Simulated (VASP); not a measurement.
Energy against volume of AuZn (CsCl type). Computed with AM05 GGA, VASP's PBE PAW potentials (set 64) (plane waves; VASP). Numerical set-up: 520 eV cut-off, 12×12×12 Γ-centred mesh, first-order Methfessel-Paxton smearing of 0.10 eV, potentials Zn Au.

```tsv
V (Å³/atom)	E (eV/atom)
14.350	-2.68210
14.808	-2.70393
15.266	-2.71093
15.724	-2.70567
```

Problem. Fit these four points and predict the energy of the run at 16.182 Å³/atom.

Solution. A cubic in V^(−2/3), the third-order Birch-Murnaghan form, passes through the four points with V0 = 15.28 Å³/atom and B0 = 142 GPa, and gives -2.6903 eV/atom there. The run gave -2.6903 eV/atom, -0.0 meV/atom from the fit; all five points give B0 = 142 GPa.

The compound is AuZn in the CsCl type structure. It was relaxed first.
